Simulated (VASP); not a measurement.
# Driving VASP from ASE on Al2Cu (Khatyrkite)

Do ASE scripts that read Al2Cu (Khatyrkite) from different structure formats give one answer, and do several routes find one equilibrium volume? All runs use r2SCAN. Left out of this account: 1 further run (self-consistent run: a reference on another mesh). The start is a cell from a database of measured crystal structures.

Calculated with VASP 6.6.1; r2SCAN; plane waves and PAW (Al, Cu).

## 1. Starting point

Symmetry: I4/mcm, No. 140, tetragonal system. Conventional cell: a = 6.067 Å, b = 6.067 Å, c = 4.877 Å, α = 90.00°, β = 90.00°, γ = 90.00°. Al has 4 Cu at 2.59 Å and 1 Al at 2.71 Å nearest. Nearest to Cu lie 2 Cu at 2.44 Å and 8 Al at 2.59 Å. Farther neighbours are not listed.

As a file:

```
Al Cu
1.0
    -3.03350    3.03350    2.43850
     3.03350   -3.03350    2.43850
     3.03350    3.03350   -2.43850
Al Cu
4 2
Direct
  0.65810 0.15810 0.81620
  0.15810 0.34190 0.50000
  0.34190 0.84190 0.18380
  0.84190 0.65810 0.50000
  0.25000 0.25000 0.00000
  0.75000 0.75000 0.00000
```

## 2. Total energy, forces and stress (r2SCAN, through ASE)

A single point through ASE, with the structure read from an extended xyz file.

File run.py:

```python
import numpy as np
from ase.calculators.vasp import Vasp
from ase.io import read
from ase.dft.bandgap import bandgap

atoms = read('Al2Cu.xyz')

calc = Vasp(
    xc='r2scan',
    pp='PBE',
    prec='Accurate',
    encut=400,
    ediff=1e-06,
    nelm=100,
    ismear=-1,
    sigma=0.05,
    lreal=False,
    algo='Normal',
    lasph=True,
    nbands=23,
    lorbit=11,
    lwave=False,
    lcharg=False,
    kpar=4,
    isif=2,
    pp_version='64',
    setups={'Al': '', 'Cu': ''},
    kpts=(8, 8, 8),
    gamma=True,
    txt='vasp.out',
)
atoms.calc = calc

print("energy (eV):", round(atoms.get_potential_energy(), 6))
print("Fermi level (eV):", round(calc.get_fermi_level(), 4))
print("forces (eV/A):")
print(np.round(atoms.get_forces(), 4))
print("stress (GPa, Voigt, tension positive):", np.round(atoms.get_stress() * 160.21766, 3))
gap, p1, p2 = bandgap(calc, direct=False)
print("gap on the mesh (eV):", round(gap, 4))
```

File Al2Cu.xyz:

```xyz
6
Lattice="-3.0335000000 3.0335000000 2.4385000000 3.0335000000 -3.0335000000 2.4385000000 3.0335000000 3.0335000000 -2.4385000000" Properties=species:S:1:pos:R:3 pbc="T T T"
Al     0.9591927000      3.9926927000      0.0000000000
Al     2.0743073000      0.9591927000      0.0000000000
Al     2.0743073000     -0.9591927000      2.4385000000
Al     0.9591927000      2.0743073000      2.4385000000
Cu     0.0000000000      0.0000000000      1.2192500000
Cu     0.0000000000      0.0000000000      3.6577500000
```

The projector-augmented-wave data sets are Al and Cu (PBE family, release 64).

Command:

```console
export ASE_VASP_COMMAND="mpirun -np 4 vasp_std"
python run.py
```

The log of the run:

```text
energy (eV): -49.473066
Fermi level (eV): 7.8689
forces (eV/A):
[[ 0.0659  0.0659  0.    ]
 [-0.0659  0.0659  0.    ]
 [-0.0659 -0.0659 -0.    ]
 [ 0.0659 -0.0659  0.    ]
 [ 0.     -0.      0.    ]
 [ 0.     -0.      0.    ]]
stress (GPa, Voigt, tension positive): [ 3.514  3.514  6.255 -0.    -0.    -0.   ]
gap on the mesh (eV): 0.0
```

Wall time 30 s (4 MPI ranks of Intel Xeon 6975P-C (Granite Rapids), shared host); peak memory 0.87 GiB.

Lines that name or quote the potential files are left out of all logs, and their timing lines are given in words.

The INCAR that ASE wrote:

```
ENCUT = 400.000000
SIGMA = 0.050000
EDIFF = 1.00e-06
ALGO = Normal
METAGGA = R2SCAN
PREC = Accurate
ISIF = 2
ISMEAR = -1
KPAR = 4
LORBIT = 11
NBANDS = 23
NELM = 100
LASPH = .TRUE.
LCHARG = .FALSE.
LWAVE = .FALSE.
LREAL = .FALSE.
```

ASE turned this into the KPOINTS:

```
KPOINTS created by Atomic Simulation Environment
0
Gamma
8 8 8
0 0 0
```

vasp.out:

```text
[banner, memory and clock lines left out]
running    4 mpi-ranks, on    1 nodes
 distrk:  each k-point on    1 cores,    4 groups
 distr:  one band on    1 cores,    1 groups

 POSCAR found type information on POSCAR AlCu
 POSCAR found :  2 types and       6 ions
|                                                                             |
|               ----> ADVICE to this user running VASP <----                  |
|                                                                             |
|     You enforced a specific xc type in the INCAR file but a different       |
|     [... a line on the potential file left out ...]
|     I HOPE YOU KNOW WHAT YOU ARE DOING!                                     |
|                                                                             |

 LDA part: xc-table for (None), standard interpolation
 POSCAR, INCAR and KPOINTS ok, starting setup
 FFT: planning ... GRIDC
 FFT: planning ... GRID_SOFT
 FFT: planning ... GRID
 WAVECAR not read
 entering main loop
       N       E                     dE             d eps       ncg     rms          rms(c)
DAV:   1     0.143963828794E+03    0.14396E+03   -0.12260E+04  2714   0.141E+03
DAV:   2    -0.470060520619E+02   -0.19097E+03   -0.18156E+03  2714   0.294E+02
DAV:   3    -0.571761214991E+02   -0.10170E+02   -0.97139E+01  3600   0.927E+01
DAV:   4    -0.574211841962E+02   -0.24506E+00   -0.24464E+00  3795   0.124E+01
DAV:   5    -0.574277181578E+02   -0.65340E-02   -0.65333E-02  4014   0.185E+00    0.198E+01
DAV:   6    -0.568839126634E+02    0.54381E+00   -0.10876E+02  3195   0.281E+02    0.166E+01
DAV:   7    -0.497127660937E+02    0.71711E+01   -0.23454E+01  3339   0.116E+02    0.405E+00
DAV:   8    -0.495379850975E+02    0.17478E+00   -0.44062E+00  4277   0.466E+01    0.250E+00
DAV:   9    -0.494853201268E+02    0.52665E-01   -0.36283E-01  4381   0.137E+01    0.139E+00
DAV:  10    -0.495206060904E+02   -0.35286E-01   -0.78166E-02  3991   0.784E+00    0.145E+00
DAV:  11    -0.494810687469E+02    0.39537E-01   -0.16099E-01  3728   0.117E+01    0.261E-01
DAV:  12    -0.494817345762E+02   -0.66583E-03   -0.86050E-03  4257   0.115E+00    0.933E-02
DAV:  13    -0.494817953225E+02   -0.60746E-04   -0.79078E-05  3968   0.806E-02    0.448E-02
DAV:  14    -0.494818043103E+02   -0.89878E-05   -0.30509E-04  3703   0.491E-01    0.278E-02
DAV:  15    -0.494817892594E+02    0.15051E-04   -0.64956E-05  3858   0.233E-01    0.283E-03
DAV:  16    -0.494817904547E+02   -0.11953E-05   -0.22830E-06  2449   0.134E-02    0.206E-03
DAV:  17    -0.494817914205E+02   -0.96571E-06   -0.80786E-07  1798   0.187E-02
   1 F= -.49481791E+02 E0= -.49473066E+02  d E =-.174510E-01
```

Parts of OUTCAR (step 2):

```text
ion  position               nearest neighbor table
   1  0.658  0.158  0.816-   5 2.59   6 2.59   5 2.59   6 2.59   3 2.71   3 2.90   3 2.90   2 3.10
                             4 3.10   4 3.10   2 3.10   2 3.23   4 3.23   4 3.23   2 3.23
   2  0.158  0.342  0.500-   5 2.59   5 2.59   6 2.59   6 2.59   4 2.71   4 2.90   4 2.90   1 3.10
                             3 3.10   1 3.10   3 3.10   1 3.23   3 3.23   3 3.23   1 3.23
   3  0.342  0.842  0.184-   5 2.59   6 2.59   5 2.59   6 2.59   1 2.71   1 2.90   1 2.90   4 3.10
                             2 3.10   2 3.10   4 3.10   4 3.23   2 3.23   4 3.23   2 3.23
   4  0.842  0.658  0.500-   6 2.59   6 2.59   5 2.59   5 2.59   2 2.71   2 2.90   2 2.90   1 3.10
                             3 3.10   1 3.10   3 3.10   1 3.23   3 3.23   1 3.23   3 3.23
   5  0.250  0.250  0.000-   6 2.44   6 2.44   1 2.59   3 2.59   1 2.59   3 2.59   2 2.59   2 2.59
                             4 2.59   4 2.59
   6  0.750  0.750  0.000-   5 2.44   5 2.44   1 2.59   3 2.59   1 2.59   3 2.59   4 2.59   4 2.59
                             2 2.59   2 2.59

  LATTYP: Found a body centered tetragonal cell.
 ALAT       =     6.0670000000
 C/A-ratio  =     0.8038569309

 Subroutine GETGRP returns: Found 16 space group operations
 (whereof  8 operations were pure point group operations)

The static configuration has the point symmetry C_4h.
 The point group associated with its full space group is D_4h.

 Found     59 irreducible k-points:

   k-points           NKPTS =     59   k-points in BZ     NKDIM =     59   number of bands    NBANDS=     23

   dimension x,y,z NGX =    32 NGY =   32 NGZ =   32
   dimension x,y,z NGXF=    64 NGYF=   64 NGZF=   64

   ENCUT  =  400.0 eV  29.40 Ry    5.42 a.u.   8.05  8.05  8.05*2*pi/ulx,y,z

   NELECT =      34.0000    total number of electrons

 k-points in reciprocal lattice and weights: KPOINTS created by Atomic Simulation Env
   0.00000000  0.00000000  0.00000000       0.002
   0.12500000 -0.00000000  0.00000000       0.016
   0.25000000 -0.00000000  0.00000000       0.016
   0.37500000 -0.00000000  0.00000000       0.016
   0.50000000 -0.00000000  0.00000000       0.008
   0.12500000  0.12500000  0.00000000       0.016
   0.25000000  0.12500000  0.00000000       0.031
   0.37500000  0.12500000  0.00000000       0.031
   0.50000000  0.12500000  0.00000000       0.031
[...]
-0.37500000 -0.37500000  0.37500000       0.004
   0.50000000  0.50000000  0.50000000       0.002

 average (electrostatic) potential at core
       1 -75.6494       2 -75.6494       3 -75.6494       4 -75.6494       5 -69.9010
       6 -69.9010

 E-fermi :   7.8689

 k-point     1 :       0.0000    0.0000    0.0000
  band No.  band energies     occupation
    ...
     16       6.5729      2.00000
     17       6.5729      2.00000
     18       6.9374      2.00000
     19       7.7230      1.89746
     20       7.8189      1.46167
     21       9.4916      0.00000
     22       9.4917      0.00000
     23       9.6433      0.00000

 k-point     2 :       0.1250   -0.0000    0.0000
  band No.  band energies     occupation
    ...
     15       6.0552      2.00000
     16       6.1887      2.00000
     17       6.4761      2.00000
     18       6.8834      2.00000
     19       7.6689      1.96403
     20       9.0706      0.00000
     21      10.0950      0.00000
     22      10.2070      0.00000
     23      11.0604      0.00000

 k-point     3 :       0.2500   -0.0000    0.0000
  band No.  band energies     occupation
    ...
     14       5.0674      2.00000
     15       5.3014      2.00000
     16       5.6382      2.00000
     17       7.1461      2.00000
     18       7.7332      1.87560
     19       8.7005      0.00000
     20      10.0510      0.00000
     21      10.7998      0.00000
     22      11.7736      0.00000
     23      12.0069      0.00000

  Total       -1.9687497     -1.9687497     -3.5043849      0.0000000      0.0000000      0.0000000
  in kB      -35.1423132    -35.1423132    -62.5535020      0.0000000      0.0000000      0.0000000
  external PRESSURE =     -44.2793761 kB  Pullay stress =       0.0000000 kB

  energy-cutoff  :      400.00
  volume of cell :       89.76
      direct lattice vectors                 reciprocal lattice vectors
    -3.033500000  3.033500000  2.438500000     0.000000000  0.164826108  0.205044084
     3.033500000 -3.033500000  2.438500000     0.164826108  0.000000000  0.205044084
     3.033500000  3.033500000 -2.438500000     0.164826108  0.164826108  0.000000000

 POSITION                                       TOTAL-FORCE (eV/Angst)
 -----------------------------------------------------------------------------------
      0.95919      3.99269     -0.00000         0.065910      0.065910      0.000000
      2.07431      0.95919      0.00000        -0.065910      0.065910      0.000000
      2.07431     -0.95919      2.43850        -0.065910     -0.065910     -0.000000
      0.95919      2.07431      2.43850         0.065910     -0.065910      0.000000
      0.00000      0.00000      1.21925         0.000000     -0.000000      0.000000
      0.00000      0.00000      3.65775         0.000000     -0.000000      0.000000
 -----------------------------------------------------------------------------------
    total drift:                               -0.000000     -0.000000     -0.000000

  FREE ENERGIE OF THE ION-ELECTRON SYSTEM (eV)
  ---------------------------------------------------
  free  energy   TOTEN  =       -49.4817914205 eV

  energy  without entropy=      -49.4643404292  energy(sigma->0) =      -49.47306592

 total charge
# of ion       s       p       d       tot
------------------------------------------
    1        0.410   0.349   0.000   0.759
    2        0.410   0.349   0.000   0.759
    3        0.410   0.349   0.000   0.759
    4        0.410   0.349   0.000   0.759
    5        0.503   0.552   9.126  10.180
    6        0.503   0.552   9.126  10.180
--------------------------------------------------
tot          2.647   2.500  18.252  23.398

[... 3 further parts left out ...]
```

The PAW data sets were made with PBE, which is usual practice but a small mismatch for other functionals. At this level the cell is under a tension of 4.4 GPa, so at these settings it is away from equilibrium.

Numbers from this step:

| Quantity | Value |
| --- | --- |
| SCF cycles | 17 |
| electrons | 34 |
| bands | 23 |
| irreducible k-points | 59 |
| symmetry operations | 16 |
| free energy (TOTEN) | -49.48 eV |
| energy at zero smearing | -49.47 eV |
| Fermi energy | 7.869 eV |
| pressure | -4.428 GPa |
| metallic | yes |

Force by atom:

```csv
atom,x (eV/Å),y (eV/Å),z (eV/Å),size
Al1,0.0659,0.0659,0.0000,0.0932
Al2,-0.0659,0.0659,0.0000,0.0932
Al3,-0.0659,-0.0659,0.0000,0.0932
Al4,0.0659,-0.0659,0.0000,0.0932
Cu5,0.0000,0.0000,0.0000,0.0000
Cu6,0.0000,0.0000,0.0000,0.0000
```

The pressure is -4.43 GPa and the largest force 0.093 eV/Å, so the cell is not at a minimum at these settings.

[end of part 1 of 4]

[Lines on the potential files, build, host, timing and source positions are cut from VASP's logs without a mark.]

[Logs are printed without paths, hosts, clocks, repeated set-up lines and the standing remarks that a program may print on its own settings, such as how far it seeks lower states.]

[Hosts, paths, dates, database ids (printed as entryN), source tags and the programs' standing remarks are cut or masked in the printed files.]

[A measured line is paired with the nearest computed mode of its activity, which favours agreement.]
